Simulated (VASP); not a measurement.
Given:

```
CoSi2
1.0
    0.00000     2.65169     2.65169
    2.65169     0.00000     2.65169
    2.65169     2.65169     0.00000
Co Si
1 2
Direct
  0.00000   0.00000   0.00000
  0.25000   0.25000   0.25000
  0.75000   0.75000   0.75000
```

Level of theory: AM05 GGA, VASP's PBE PAW potentials (set 64) (plane waves; VASP). Numerical set-up: 520 eV cut-off, 11×11×11 Γ-centred mesh, tetrahedra with Blöchl corrections, potentials Co Si.

### Question
Estimate the energy per atom (σ→0), band gap (on the k-mesh) with the smallest direct gap where there is one.

### Answer

```json
{
 "band gap (on the k-mesh)": "none (metal, semimetal or under 0.01 eV)",
 "energy per atom (σ→0)": "-6.846 eV/atom"
}
```

The absolute energy has meaning only against runs of the same code, potentials and settings.

The compound is CoSi2 in the fluorite structure. It was relaxed first. The run is not spin-polarised, so no magnetic state was tried. The electron count is odd and the run is not spin-polarised, which forces a metal.
